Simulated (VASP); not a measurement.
Calculation: HSE06 screened hybrid, VASP's PBE PAW potentials (set 64) (plane waves; VASP 6.6.1).

The input files of a VASP run:

**INCAR**
```
AEXX  =  0.25
ALGO  =  Normal
EDIFF  =  1E-5
ENCUT  =  400
GGA  =  PE
HFSCREEN  =  0.2
ISIF  =  0
ISMEAR  =  0
ISYM  =  0
LASPH  =  .TRUE.
LCHARG  =  .FALSE.
LHFCALC  =  .TRUE.
LREAL  =  Auto
LWAVE  =  .FALSE.
NELECT  =  262.0
NELM  =  50
NELMIN  =  4
PREC  =  Normal
PRECFOCK  =  Fast
SIGMA  =  0.05
SYSTEM  =  C64N
```

**KPOINTS**
```
Automatic mesh
0
Gamma
1 1 1
0 0 0
```

POSCAR:
```
C64N
1
    7.1465551590     0.0000000000     0.0000000000
    0.0000000000     7.1465551590     0.0000000000
    0.0000000000     0.0000000000     7.1465551590
C N
64 1
Direct
  0.4994735091   0.9942441776   0.9996579633
  0.6267833112   0.1220673244   0.1198260498
  0.7546547691   0.2493812817   0.9996932931
  0.8745310257   0.3744071363   0.1213507005
  0.7495258868   0.9992869681   0.2469676792
  0.8732691490   0.1248750307   0.3717804397
  0.9995320982   0.9994490559   0.9945388616
  0.1226370468   0.1225503121   0.1216888702
  0.2475605336   0.2474806073   0.0011153692
  0.3744434765   0.3743713025   0.1209260789
  0.5013420386   0.5012522370   0.0011926608
  0.6263121405   0.6262320023   0.1217193781
  0.7494310200   0.7493388609   0.9945440212
  0.8744541294   0.8743916673   0.1207143389
  0.2495143361   0.9951282379   0.2426017426
  0.3733627135   0.1178920032   0.3585420070
  0.5016547813   0.2471978631   0.2394645915
  0.6309650996   0.3754611404   0.3585037307
  0.7537378366   0.4993347892   0.2425910624
  0.8756478804   0.6239045491   0.3717685066
  0.4968609520   0.0014914577   0.4964989970
  0.6199826661   0.1288581265   0.6249895699
  0.7473123770   0.2519867314   0.4964789730
  0.8744486551   0.3744087339   0.6208173912
  0.7485524210   0.0002875054   0.7455044830
  0.8762821739   0.1249599029   0.8699936134
  0.9943739473   0.4993783268   0.9996249335
  0.1221633743   0.6266795797   0.1198112880
  0.2494755468   0.7545169004   0.9996571799
  0.3744704713   0.8743837921   0.1213513795
  0.9952620454   0.2494300551   0.2426413857
  0.1180230479   0.3733088761   0.3585994987
  0.2472705244   0.5015609737   0.2394855541
  0.3755049824   0.6308317086   0.3585472090
  0.4994144737   0.7536143614   0.2426443363
  0.6239849834   0.8755702508   0.3717932426
  0.0009229184   0.0008504033   0.4957536335
  0.1313433262   0.1312514741   0.6178694067
  0.2460244238   0.2458872453   0.4633397135
  0.3748350321   0.3747020645   0.7084519990
  0.5029402435   0.5028133505   0.4632623107
  0.6175466343   0.6174512418   0.6179022778
  0.7480445632   0.7479609663   0.4957607874
  0.8744755447   0.8743914715   0.6209593907
  0.2528526412   0.0020439728   0.7454214211
  0.3766960713   0.1176502119   0.8817488639
  0.5057574027   0.2431250023   0.7755257902
  0.6311857698   0.3721487296   0.8818247606
  0.7467857273   0.4959991394   0.7454542749
  0.8726957183   0.6238555295   0.8699936930
  0.9993725106   0.7494382478   0.2469509148
  0.1249432496   0.8731732855   0.3717608997
  0.0015738865   0.4967910922   0.4964952931
  0.1289193542   0.6199255675   0.6249426312
  0.2520452962   0.7472247640   0.4964801149
  0.3744770876   0.8743636020   0.6208188866
  0.0021342663   0.2527585242   0.7454101067
  0.1177737191   0.3766032811   0.8816896259
  0.2432464982   0.5056200799   0.7753664372
  0.3722290394   0.6310708326   0.8817444244
  0.4960957310   0.7466951926   0.7454478635
  0.6239230305   0.8725977856   0.8700024556
  0.0003789538   0.7484591731   0.7454930994
  0.1250289393   0.8761859845   0.8699983953
  0.3747039969   0.3741609552   0.5305991488
```

POTCAR, in this order: C N (PBE.64 set). Program: vasp_gam. Read from the step before: WAVECAR.

The run wrote:

OSZICAR:
```
       N       E                     dE             d eps       ncg     rms          rms(c)
DAV:   1    -0.660147224877E+03   -0.66015E+03   -0.85259E+00   328   0.810E+00    0.404E+00
DAV:   2    -0.660169052573E+03   -0.21828E-01   -0.14874E-01   368   0.104E+00    0.244E+00
DAV:   3    -0.660150018080E+03    0.19034E-01   -0.26545E-02   376   0.492E-01    0.132E+00
DAV:   4    -0.660145599506E+03    0.44186E-02   -0.84968E-03   368   0.239E-01    0.711E-01
DAV:   5    -0.660144136599E+03    0.14629E-02   -0.10182E-03   364   0.905E-02    0.390E-01
DAV:   6    -0.660143707046E+03    0.42955E-03   -0.41092E-04   356   0.573E-02    0.205E-01
DAV:   7    -0.660143591270E+03    0.11578E-03   -0.92787E-05   348   0.270E-02    0.110E-01
DAV:   8    -0.660143554966E+03    0.36304E-04   -0.16920E-05   216   0.140E-02    0.621E-02
DAV:   9    -0.660143544821E+03    0.10145E-04   -0.95939E-06   212   0.104E-02    0.324E-02
DAV:  10    -0.660143542388E+03    0.24329E-05   -0.22124E-06   212   0.468E-03
   1 F= -.66014354E+03 E0= -.66014354E+03  d E =-.620592E-11
```

### OUTCAR
```
------------------------ aborting loop because EDIFF is reached ----------------------------------------
  volume of cell :      365.00
      direct lattice vectors                 reciprocal lattice vectors
     7.146555159  0.000000000  0.000000000     0.139927556  0.000000000  0.000000000
     0.000000000  7.146555159  0.000000000     0.000000000  0.139927556  0.000000000
     0.000000000  0.000000000  7.146555159     0.000000000  0.000000000  0.139927556
 POSITION                                       TOTAL-FORCE (eV/Angst)
 -----------------------------------------------------------------------------------
      3.56951      7.10542      7.14411        -0.030658     -0.002089      0.004001
      4.47934      0.87236      0.85634        -0.015902      0.019329     -0.016549
      5.39318      1.78222      7.14436         0.002113      0.031985      0.003998
      6.24988      2.67572      0.86724        -0.002927     -0.007679      0.013085
      5.35653      7.14146      1.76497         0.010559     -0.005251      0.002557
      6.24087      0.89243      2.65695         0.000686      0.010967     -0.014367
      7.14321      7.14262      7.10753        -0.001605      0.000720      0.012819
      0.87643      0.87581      0.86966         0.004402      0.003597      0.003320
      1.76921      1.76863      0.00797         0.013413      0.008816     -0.036473
      2.67598      2.67547      0.86420         0.004281      0.000660     -0.027247
      3.58287      3.58223      0.00852        -0.007805     -0.003686     -0.041380
      4.47597      4.47540      0.86987        -0.005552     -0.008449     -0.006282
      5.35585      5.35519      7.10756        -0.006116     -0.000590      0.011893
      6.24933      6.24889      0.86269         0.005017     -0.002147      0.003371
      1.78317      7.11174      1.73377         0.017568     -0.016120     -0.014543
      2.66826      0.84252      2.56234        -0.027357      0.034056      0.035340
      3.58510      1.76661      1.71135         0.009327     -0.012115      0.049589
      4.50923      2.68325      2.56207        -0.035442      0.035174      0.034167
      5.38663      3.56852      1.73369         0.016037     -0.013963     -0.011914
      6.25787      4.45877      2.65686         0.001306     -0.013426     -0.010976
      3.55084      0.01066      3.54826         0.005039      0.003979     -0.025008
      4.43074      0.92089      4.46652         0.002078     -0.001140      0.011475
      5.34071      1.80084      3.54811        -0.000262     -0.007657     -0.021841
      6.24930      2.67573      4.43671         0.002350     -0.007750      0.009267
      5.34957      0.00205      5.32779         0.016017     -0.016315      0.004374
      6.26240      0.89303      6.21746        -0.012677      0.007888      0.004211
      7.10635      3.56883      7.14387        -0.003649     -0.027344      0.003845
      0.87305      4.47860      0.85624         0.019147     -0.015471     -0.016091
      1.78289      5.39220      7.14411         0.029115      0.004088      0.004951
      2.67617      6.24883      0.86724         0.002497     -0.003340      0.013292
      7.11270      1.78257      1.73405        -0.018632      0.021529     -0.016213
      0.84346      2.66787      2.56275         0.034014     -0.035240      0.033505
      1.76713      3.58443      1.71150        -0.008234      0.011065      0.049877
      2.68357      4.50827      2.56238         0.042189     -0.034966      0.037122
      3.56909      5.38575      1.73407        -0.017518      0.018175     -0.018540
      4.45934      6.25731      2.65704        -0.012916     -0.001686     -0.010831
      0.00660      0.00608      3.54293         0.003180     -0.000720      0.035959
      0.93865      0.93800      4.41564        -0.032079     -0.034084     -0.078474
      1.75823      1.75725      3.31128         0.146705      0.154842      0.015063
      2.67878      2.67783      5.06299         0.001949     -0.013927     -0.220130
      3.59429      3.59338      3.31073        -0.147827     -0.141432      0.008947
      4.41333      4.41265      4.41587         0.038536      0.037231     -0.081389
      5.34594      5.34534      3.54298        -0.004672     -0.005501      0.034694
      6.24949      6.24889      4.43772         0.000230      0.000162      0.003345
      1.80703      0.01461      5.32720        -0.002286     -0.015864      0.015613
      2.69208      0.84079      6.30147         0.068730      0.016967      0.014748
      3.61442      1.73751      5.54234        -0.133605      0.129474      0.018431
      4.51080      2.65958      6.30201        -0.014604     -0.076103      0.007763
      5.33695      3.54469      5.32743         0.015538      0.003847      0.015102
      6.23677      4.45842      6.21746         0.008507     -0.019609      0.003249
      7.14207      5.35590      1.76485        -0.007756      0.011714      0.001395
      0.89291      6.24018      2.65681         0.012689      0.003417     -0.013117
      0.01125      3.55034      3.54823         0.002265      0.006875     -0.026615
      0.92133      4.43033      4.46619         0.002934     -0.006335      0.014901
      1.80126      5.34008      3.54812        -0.005872      0.001525     -0.024188
      2.67622      6.24869      4.43672        -0.003501     -0.000268      0.008293
      0.01525      1.80635      5.32711        -0.014498      0.000652      0.014200
      0.84168      2.69142      6.30104         0.013274      0.067236      0.017784
      1.73837      3.61344      5.54120         0.120916     -0.120097      0.032992
      2.66016      4.50998      6.30144        -0.073521     -0.016306      0.013908
      3.54538      5.33630      5.32738        -0.000889      0.014139      0.011708
      4.45890      6.23607      6.21752        -0.011663      0.008459      0.001932
      0.00271      5.34890      5.32771        -0.018440      0.020226      0.006033
      0.89353      6.26171      6.21749         0.014409     -0.014618      0.002476
      2.67784      2.67396      3.79196        -0.008557      0.012490      0.087572
 -----------------------------------------------------------------------------------
    total drift:                                0.013626      0.028208      0.180962
  FREE ENERGIE OF THE ION-ELECTRON SYSTEM (eV)
  ---------------------------------------------------
  free  energy   TOTEN  =      -660.1435423876 eV

  energy  without entropy=     -660.1435423876  energy(sigma->0) =     -660.14354239

  exchange ACFDT corr.  =         0.00000000  see jH, gK, PRB 81, 115126
```
(Selected blocks of OUTCAR.)

### OUTCAR
```
 val. band max:       11.8458557528   @ k =   0.0000   0.0000   0.0000

 cond. band min:      14.4983650072   @ k =   0.0000   0.0000   0.0000


 Fermi energy:        12.0816386009

 k-point     1 :       0.0000    0.0000    0.0000
  band No.  band energies     occupation
      1     -14.7994      2.00000
      2     -13.3728      2.00000
      3     -12.0936      2.00000
      4     -12.0905      2.00000
      5     -12.0087      2.00000
      6     -11.9621      2.00000
      7     -11.9485      2.00000
      8     -10.8166      2.00000
      9      -9.9158      2.00000
     10      -9.9117      2.00000
     11      -9.7186      2.00000
     12      -9.7127      2.00000
     13      -9.6966      2.00000
     14      -9.6543      2.00000
     15      -9.6536      2.00000
     16      -9.5624      2.00000
     17      -9.5072      2.00000
     18      -9.4259      2.00000
     19      -9.4079      2.00000
     20      -8.5740      2.00000
     21      -8.3645      2.00000
     22      -8.2936      2.00000
     23      -8.1315      2.00000
     24      -6.4269      2.00000
     25      -5.9584      2.00000
     26      -5.5163      2.00000
     27      -5.4810      2.00000
     28      -5.2445      2.00000
     29      -5.2329      2.00000
     30      -5.0846      2.00000
     31      -5.0423      2.00000
     32      -5.0293      2.00000
     33      -4.9893      2.00000
     34      -4.6348      2.00000
     35      -4.6061      2.00000
     36      -4.3838      2.00000
     37      -4.3557      2.00000
     38      -4.2953      2.00000
     39      -4.2173      2.00000
     40      -4.1984      2.00000
     41      -4.1835      2.00000
     42      -4.1363      2.00000
     43      -4.0701      2.00000
     44      -3.9858      2.00000
     45      -3.9686      2.00000
     46      -1.6683      2.00000
     47      -1.4681      2.00000
     48      -1.1472      2.00000
     49      -0.8576      2.00000
     50      -0.6624      2.00000
     51      -0.6245      2.00000
...
```

The cell is charged, with a uniform compensating background. The supercell is sampled at Γ alone, which is coarse: total energies, pressure and levels can be off, energies of defects by several tenths of an eV.

The cell is a supercell with a defect, built from C (diamond): N_i, charge -1. The cell's shape comes from a PBE relaxation. The run is not spin-polarised, so no state with unpaired spins was tried.
